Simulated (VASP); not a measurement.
Data:

```
CELL_PARAMETERS angstrom
      0.00000     2.86362     2.86362
      2.86362     0.00000     2.86362
      2.86362     2.86362     0.00000
ATOMIC_POSITIONS crystal
  Be 0.00000 0.00000 0.00000
  Te 0.25000 0.25000 0.25000
```

Method: PW91 GGA, VASP's PBE PAW potentials (set 64) (plane waves; VASP). Settings: 520 eV cut-off, 8×8×8 Γ-centred mesh, Gaussian smearing of 0.050 eV, potentials Be Te.

Unless said otherwise, spin-orbit coupling is left out, though it shifts the bands of the heavy elements here.

What does the run give for the energy per atom (σ→0), pressure, band gap (on the k-mesh) with the smallest direct gap where there is one?

band gap (on the k-mesh): 2.10 eV
smallest direct gap (on the k-mesh): 3.49 eV
energy per atom (σ→0): -3.823 eV/atom
pressure: -1.58 GPa

Total energies compare only between runs with the same potentials, cut-off and functional.

The compound is BeTe in the zinc blende structure. This cell is one point of a volume scan, at 1.03 of the reference volume.
